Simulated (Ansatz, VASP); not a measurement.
# Cross-check of GaN between VASP and Ansatz, part 3 of 3

Wanted: the spread between two codes on one cell, functional and k mesh. The cell is taken from a series of runs on this material, whose earlier steps may have relaxed, scaled, displaced or heated it; both programs get it as it stands.

VASP 6.6.1 and Ansatz 0.2.0.

So far: Starting point; VASP: zone-centre phonons, LDA.

### Step 3. Ansatz: zone-centre phonons, LDA

Level of this step: Ansatz beside VASP: Kohn-Sham DFT, plane waves, LDA (Ansatz).

Ansatz runs on its PAW soft_1 files.

The same cell, functional (in two slightly different forms) and mesh now go to Ansatz, which takes its cutoff from its data sets.

Contents of input.yaml:

```yaml
crystal:
  lattice:
    - [3.0868170851, 0.0, 0.0]
    - [-1.5434085425, 2.6732620125, 0.0]
    - [0.0, 0.0, 5.0350253752]
  atoms:
    - { symbol: "N", position: [0.3333333333, 0.6666666667, 0.3755489203] }
    - { symbol: "N", position: [0.6666666667, 0.3333333333, 0.8755489203] }
    - { symbol: Ga, position: [0.3333333333, 0.6666666667, -0.0005489203] }
    - { symbol: Ga, position: [0.6666666667, 0.3333333333, 0.4994510797] }
kpoints:
  mp_grid: { grid: [15, 15, 8] }
hamiltonian:
  xc: lda
  pseudopotentials: { kind: paw, azcp: { folder: soft_1 }, xc_functional: pbe }
scf:
  occupations: { method: fixed }
output:
  eigenvalues: true
phonons:
  method: dfpt
  dielectric: true
  rigid_motions: translations
```

Command:

```sh
$ ansatz run input.yaml --threads 8 --pin off --max-ram 16384MiB --backend cpu --events-out ev --progress --plain --runs-dir out
```

Numbers of over 12 decimals in the logs are rounded to 6 here.

The program printed:

```text
Engine: ansatz 0.2.0, aarch64-unknown-linux-gnu
Pseudopotentials: kind: paw
Pseudopotential: N, paw, valence charge 5, recommended cutoff 420 eV (normal), soft_1/N.paw.azcp
Pseudopotential: Ga, paw, valence charge 13, recommended cutoff 420 eV (normal), soft_1/Ga.paw.azcp
Functional definition: SPW92
  exchange = slater_x
  correlation = pw_c
Crystal: 4 atoms, lattice volume = 41.548 Å³
Basis set: ecut = 420 eV, 785 PW (Γ), exchange–correlation on 48×48×72 points (8 copies of the dense FFT grid, shifted against one another)
Bands: 22, of which v1, the nominal top of the filled ones, is band 18 counted from 1 (17 counted from 0)
Symmetry: 12 space group operations
k-points: 488 of 1800 (irreducible under 2 space group operations, time reversal used)
Non-local potential: N, projectors of the file, l = 0: 2, l = 1: 2, l = 2: 1
Non-local potential: Ga, projectors of the file, l = 0: 2, l = 1: 2, l = 2: 3, l = 3: 1
PAW form: soft (Blöchl's): semilocal exchange-correlation on the pseudo side does not see the compensation charge
PAW frozen core: N, regenerated for the run's functional, and the local potential with it (the file was generated under x = pbe(κ = 0.804, μ = 0.219515), c = pbe(β = 0.066725))
PAW frozen core: Ga, regenerated for the run's functional, and the local potential with it (the file was generated under x = pbe(κ = 0.804, μ = 0.219515), c = pbe(β = 0.066725))
PAW one-centre angular grid: N, 110 points (default); XC on 64 Gauss nodes
PAW one-centre angular grid: Ga, 590 points (default); XC on 64 Gauss nodes
Initial density: superposition of atomic densities (chi_scale 0.1, normalization cell, long waves kept (reshape's long-wave potential 0.00 eV rms))
Initial wavefunctions: pseudopotential atomic-orbital guess
Functional: x = slater, c = lda
SCF iter   1: F=—  HF=-8165.577393 eV  |F-HF|=—  |Δ(HF+E_count)|=         —  Δρ=1.17e-1  dr2=5.04e0  ethr=3.10e-3  ⟨swp⟩=4.0  Hψ=38058  notcnv=0  defer=196
preconditioner: auto → Resta (q_TF=auto, 2.664 Å⁻¹)  ε∞=4.9  [insulator: Δε(μ)=3.483 eV  Ē_g=17.514 eV  n_scr=22 (ndim 8)  ℏωp=34.6 eV  f_vac=0.000  ε∞_Penn≈4.9]
SCF iter   2: F=—  HF=-8164.249998 eV  |F-HF|=—  |Δ(HF+E_count)|=    1.33e0  Δρ=4.70e-2  dr2=5.31e-1  ethr=3.10e-3  ⟨swp⟩=2.0  Hψ=25161  notcnv=0  defer=227
SCF iter   3: F=—  HF=-8164.120835 eV  |F-HF|=—  |Δ(HF+E_count)|=   1.29e-1  Δρ=1.82e-2  dr2=9.91e-2  ethr=1.47e-3  ⟨swp⟩=2.0  Hψ=11815  notcnv=0  defer=969
SCF iter   4: F=—  HF=-8164.088041 eV  |F-HF|=—  |Δ(HF+E_count)|=   3.28e-2  Δρ=2.95e-3  dr2=4.26e-3  ethr=2.75e-4  ⟨swp⟩=3.0  Hψ=20375  notcnv=0  defer=972
SCF iter   5: F=—  HF=-8164.085499 eV  |F-HF|=—  |Δ(HF+E_count)|=   2.54e-3  Δρ=2.52e-3  dr2=1.41e-3  ethr=1.18e-5  ⟨swp⟩=2.1  Hψ=20484  notcnv=0  defer=972
SCF iter   6: F=—  HF=-8164.085842 eV  |F-HF|=—  |Δ(HF+E_count)|=   3.43e-4  Δρ=4.05e-4  dr2=5.67e-5  ethr=3.90e-6  ⟨swp⟩=2.0  Hψ=19475  notcnv=0  defer=972
SCF iter   7: F=—  HF=-8164.085844 eV  |F-HF|=—  |Δ(HF+E_count)|=   1.64e-6  Δρ=6.84e-5  dr2=2.19e-6  ethr=1.58e-7  ⟨swp⟩=2.1  Hψ=18943  notcnv=0
SCF iter   8: F=—  HF=-8164.085844 eV  |F-HF|=—  |Δ(HF+E_count)|=   6.15e-8  Δρ=1.04e-5  dr2=3.91e-8  ethr=6.08e-9  ⟨swp⟩=2.8  Hψ=20349  notcnv=0
SCF iter   9: F=—  HF=-8164.085844 eV  |F-HF|=—  |Δ(HF+E_count)|=   1.53e-8  Δρ=1.40e-6  dr2=7.80e-10  ethr=1.09e-10  ⟨swp⟩=2.3  Hψ=19051  notcnv=0
SCF iter  10: F=-8164.085844 eV  HF=-8164.085844 eV  |F-HF|=1.82e-12  |Δ(HF+E_count)|=  6.55e-11  Δρ=1.68e-7  dr2=9.54e-12  ethr=1.00e-12  ⟨swp⟩=6.2  Hψ=57574  notcnv=0
SCF 1 converged in 10 iterations: F = -8164.085844 eV  dr2 = 9.54e-12
  greatest PAW one-centre occupation: 0.996 electrons in one spin orbital (limit 2), on the Ga atom at site 3 (counted from 0), in its partial waves of l = 2
NSCF: frozen V_eff on 4 k-points
DFPT response loops at Γ: preconditioner auto → Resta (q_TF=auto, 2.664 Å⁻¹)  ε∞=4.9 (no band partly filled); β = 1.00, the filter's whole step (`scf.mixing.beta` (0.50) is not read by the response loops at its default; to damp them type it under 1.00, their step now; it binds the ground state too); Broyden in place of MSR1
── the response to a field inside a basis, on 16×16×8 k-points: an SCF that follows is theirs, and a resumed run solves both again ──
Bands: 19, of which v1, the nominal top of the filled ones, is band 18 counted from 1 (17 counted from 0)
k-points: 288 of 2048 (irreducible under 4 space group operations, time reversal used)
Initial density: handed on by an earlier stage of this run
Initial wavefunctions: pseudopotential atomic-orbital guess (no wavefunctions were taken with the density)
Eigensolver: Dense (288 Hₖ)
SCF iter   1: F=—  HF=-8164.085710 eV  |F-HF|=—  |Δ(HF+E_count)|=         —  Δρ=4.48e-4  dr2=1.64e-5  ethr=1.00e-1
preconditioner: auto → Resta (q_TF=auto, 2.664 Å⁻¹)  ε∞=6.0  [insulator: Δε(μ)=2.760 eV  Ē_g=15.383 eV  n_scr=22 (ndim 8)  ℏωp=34.6 eV  f_vac=0.003  ε∞_Penn≈6.0]
SCF iter   2: F=—  HF=-8164.085709 eV  |F-HF|=—  |Δ(HF+E_count)|=   1.45e-6  Δρ=2.83e-4  dr2=1.04e-5  ethr=4.56e-8
SCF iter   3: F=—  HF=-8164.085708 eV  |F-HF|=—  |Δ(HF+E_count)|=   5.21e-7  Δρ=5.22e-5  dr2=2.48e-7  ethr=2.88e-8
SCF iter   4: F=-8164.085707 eV  HF=-8164.085707 eV  |F-HF|=4.07e-8  |Δ(HF+E_count)|=   1.20e-6  Δρ=9.90e-6  dr2=2.50e-8  ethr=6.89e-10
SCF 1 converged in 4 iterations: F = -8164.085707 eV  dr2 = 2.50e-8
DFPT response loops at Γ: preconditioner auto → Resta (q_TF=auto, 2.664 Å⁻¹)  ε∞=4.7 (no band partly filled); β = 1.00, the filter's whole step (`scf.mixing.beta` (0.50) is not read by the response loops at its default; to damp them type it under 1.00, their step now; it binds the ground state too); Broyden in place of MSR1
SCF converged after 10 iterations
Free energy (F): -8164.085844 eV
Harris-Foulkes:  -8164.085844 eV  (|F-HF|=1.82e-12)
Internal energy: -8164.085844 eV  (E = F + TS)
E sigma→0 (E₀):  -8164.085844 eV
Fermi energy:    10.836632 eV
--- Per-component energies (eV) ---
  E_band       = 22.153351
  E_kinetic    = 489.283825
  E_local      = -2688.671441  (includes V_loc(G=0)·N_el)
  E_nonlocal   = -102.861644
  E_hartree    = 1735.351787
  E_xc         = -245.689927
  E_vxc        = -265.443058  (∫ρ·V_xc dr)
  E_paw        = -4079.536497  (= ΣΔE_a)
  E_vpaw       = -880.859027  (= ΣTr[D̂ρ^β])
  E_aug_tail   = 0.001070  (compensation charges beyond the density's cutoff)
  E_ewald      = -3275.580069
  E_core_change = 3.617051  (= ΣΔE_core)
  E_smearing   = -0.000000  (= −TS)
  E_closure    = 0.000000  (closes the sum)
  Σ components = -8164.085844   (vs F -8164.085844, Δ=0.00e0)
--- Band table (eV; the first three rows and the last of 488) ---
  k-point 0: bands = [... 14 lower, 9.6697, 10.7680, 10.8366, 10.8366, 13.3858, 15.6338, 20.3998, 21.1139]
  k-point 1: bands = [... 14 lower, 9.7119, 10.2997, 10.7899, 10.7899, 13.7672, 15.6658, 20.2846, 21.1276]
  k-point 2: bands = [... 14 lower, 9.8330, 9.8330, 10.6584, 10.6584, 14.5002, 15.7414, 19.9960, 20.7238]
  k-point 487: bands = [... 14 lower, 6.3857, 6.7878, 8.6384, 9.0487, 16.7724, 17.5521, 18.6085, 19.4483]
--- Phonons (Γ-DFPT): 4 representative perturbations + reference, on 488 of 1800 k-points (Σ response iterations 13) ---
  k mesh reduced under 2 symmetry operations, with k and −k counted as one. Each operation leaves every solved perturbation unchanged. A smaller set is not considered because the run solves the response to a homogeneous field
  ASR residual: 9.166e-5 → 0.000e0 eV/Å²; symmetrization residual: 4.215e-6 eV/Å²
  ASR residual per site (eV/Å²): 9.17e-5 9.17e-5 1.52e-5 1.52e-5
  Γ frequencies (cm⁻¹): 0.00 0.00 0.00 134.98 134.98 357.11 593.02 613.18 613.18 626.93 626.93 756.73
  ε∞ (high-frequency dielectric tensor):
        5.363290     0.000000     0.000000
        0.000000     5.363290     0.000000
        0.000000     0.000000     5.530805
  ε⁰ (static dielectric tensor: ions relaxed, cell fixed):
        8.896578     0.000000    -0.000000
        0.000000     8.896578    -0.000000
       -0.000000    -0.000000     9.706791
  ε⁰ − ε∞ (ionic part):
        3.533288     0.000000    -0.000000
        0.000000     3.533288    -0.000000
       -0.000000    -0.000000     4.175987
  softest optical mode at Γ: 134.98 cm⁻¹; the repairs (sum rule, projections) moved no ω² at Γ by more than (1.66 cm⁻¹)²
  Born effective charges Z* (e; rows j = field, columns β = displacement):
    site 0:
        -2.55770   -0.00000   -0.00000
        -0.00000   -2.55770   -0.00000
         0.00000    0.00000   -2.68919
    site 1:
        -2.55770   -0.00000    0.00000
        -0.00000   -2.55770   -0.00000
        -0.00000    0.00000   -2.68919
    site 2:
         2.55770    0.00000    0.00000
         0.00000    2.55770    0.00000
         0.00000   -0.00000    2.68919
    site 3:
         2.55770    0.00000    0.00000
         0.00000    2.55770    0.00000
        -0.00000   -0.00000    2.68919
  Z* charge neutrality: 2.016e-3 e pre-enforcement
  solved inside a basis spanned on kpoints, on 16×16×8 k-points, its susceptibility summed on 18×18×10: ε∞ is read to err by 1.5e-2, Z* by 1.5e-2 e (field_mesh: kpoints solves on kpoints); Z* is corrected for what the basis lacks
  optical modes at Γ without the LO–TO term, one row a degenerate level:
      ω (cm⁻¹)  modes    IR ((D/Å)²/amu)
        134.98      2             0.0000
        357.11      1             0.0000
        593.02      1            28.6084
[...]
optical modes at Γ + LO–TO along q̂ = [1.0000, 0.0000, 0.0000]:
      ω (cm⁻¹)  modes    IR ((D/Å)²/amu)
[...]
optical modes at Γ + LO–TO along q̂ = [0.0000, 1.0000, 0.0000]:
      ω (cm⁻¹)  modes    IR ((D/Å)²/amu)
[...]
756.73      1             0.0000
        789.74      1            25.8792
  optical modes at Γ + LO–TO along q̂ = [0.0000, 0.0000, 1.0000]:
      ω (cm⁻¹)  modes    IR ((D/Å)²/amu)
        134.98      2             0.0000
        357.11      1             0.0000
        613.18      2            51.7585
        626.93      2             0.0000
        756.73      1             0.0000
        785.62      1            28.6084
```

Reading the cycles: dr2 is the Hartree energy of the density residual (eV), the measure of convergence; HF is the Harris–Foulkes estimate of the energy, which meets the free energy F at convergence.

### Step 4. Side by side

Known differences besides the potentials themselves: the two LDA forms differ slightly; fixed occupations in Ansatz, narrow Gaussian smearing in VASP; VASP's response is taken on the typed mesh, Ansatz refines its own for the field response alone; the cutoff is 420 eV in Ansatz and 600 eV in VASP; VASP's log shows a relativistic correction to its local exchange, Ansatz's none; VASP's log repeats an internal error in its field response. Total energies have different zeros and are not compared.

Compared:

```csv
quantity,Ansatz,VASP,difference
ε∞ xx,5.36,5.31,+1.08 %
ε∞ yy,5.36,5.31,+1.08 %
ε∞ zz,5.53,5.47,+1.07 %
Born charge of N1 (mean of the diagonal) (e),-2.60,-2.59,-0.01
Born charge of Ga3 (mean of the diagonal) (e),2.60,2.59,+0.01
optical mode 1 to 2 (cm⁻¹),135.0,133.9,+0.82 %
optical mode 3 (cm⁻¹),357.1,360.4,-0.91 %
optical mode 4 (cm⁻¹),593.0,598.3,-0.88 %
optical mode 5 to 6 (cm⁻¹),613.2,618.6,-0.87 %
optical mode 7 to 8 (cm⁻¹),626.9,632.5,-0.87 %
optical mode 9 (cm⁻¹),756.7,761.4,-0.61 %
```

Modes are paired by rising frequency, not by their patterns, so a pair may set unlike modes beside each other; they are those without the splitting of longitudinal modes.

### Step 5. Results

```yaml
r_m_s_difference_of_the_optical_zone_centre_modes_each_program_s_sorted_by_frequency_zone_centre_phonons_lda: 4.5 cm⁻¹
difference_in_eps_infinity_xx_zone_centre_phonons_lda: +1.1 %
```

What this shows: The r.m.s. difference of the optical zone-centre modes, each program's sorted by frequency is 4.5 cm⁻¹ (zone-centre phonons, LDA). Among the rows given in per cent, the largest difference of the zone-centre phonons, LDA pair is in ε∞ xx, +1.1 %. How closely two codes agree says nothing of how well the functional describes the real material.

[Lines on the potential files, build, host, timing and source positions are cut from VASP's logs without a mark.]

[Logs are printed without paths, hosts, clocks, repeated set-up lines and the standing remarks that a program may print on its own settings, such as how far it seeks lower states.]

[Hosts, paths, dates, database ids (printed as entryN), source tags and the programs' standing remarks are cut or masked in the printed files.]
